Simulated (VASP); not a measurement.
VASP ran on this input.

File KPOINTS:
```
Automatic mesh
0
Gamma
14 14 14
0 0 0
```

**POSCAR**
```
Ru
1
    2.4639153037     0.0000000000    -0.0000000000
    0.0000000000     2.4639153037     0.0000000000
    0.0000000000     0.0000000000     2.4639153037
Ru
1
Direct
  0.0000000000   0.0000000000   0.0000000000
```

INCAR:
```
! general
SYSTEM   =  Ru
PREC     =  Accurate
ENCUT    =  480
LREAL    =  .False.
LASPH    =  .True.

! electronic loop
EDIFF    =  1E-7
NELM     =  100
ALGO     =  Normal
LMAXMIX  =  4
LMIXTAU  =  .True.

! smearing
ISMEAR   =  1
SIGMA    =  0.1

! functional
METAGGA  =  R2SCAN

! ions
IBRION   =  2
NSW      =  40
ISIF     =  3
EDIFFG   =  -0.01
PSTRESS  =  100

! output
LWAVE    =  .False.
LCHARG   =  .False.
```

POTCAR, in this order: Ru_pv (PBE.64 set). Program: vasp_std.

Problem. Translate this r2SCAN calculation to Ansatz.

Solution. One equivalent input (not run):
Ansatz 0.2 input:
```yaml
crystal:
  lattice:
    - [2.4639153, 0.0000000, 0.0000000]
    - [0.0000000, 2.4639153, 0.0000000]
    - [0.0000000, 0.0000000, 2.4639153]
  atoms:
    - { symbol: Ru, position: [0.0000000, 0.0000000, 0.0000000] }
kpoints:
  mp_grid: { grid: [14, 14, 14] }
hamiltonian:
  xc: r2scan
  pseudopotentials: { kind: paw }
scf:
  occupations: { method: methfessel_paxton, width: 0.1 }
  max_iter: 100
relax:
  max_steps: 40
  f_tol: 0.01
  cell: { p_target: 10 }
output: { forces: true, stress: true, eigenvalues: true }
```
What does not carry over: each code has its own PAW files, so the cut-off isn't converted (ENCUT is set for VASP's; basis.ecutwfc is left out, and Ansatz then takes the one that its files recommend); Ansatz stops its SCF on the density residual and VASP on the energy change (EDIFF).

The structure was generated: Ru was put into the simple-cubic type (Pm-3m), which need not be its known phase. It was relaxed first under an external pressure of 10 GPa.
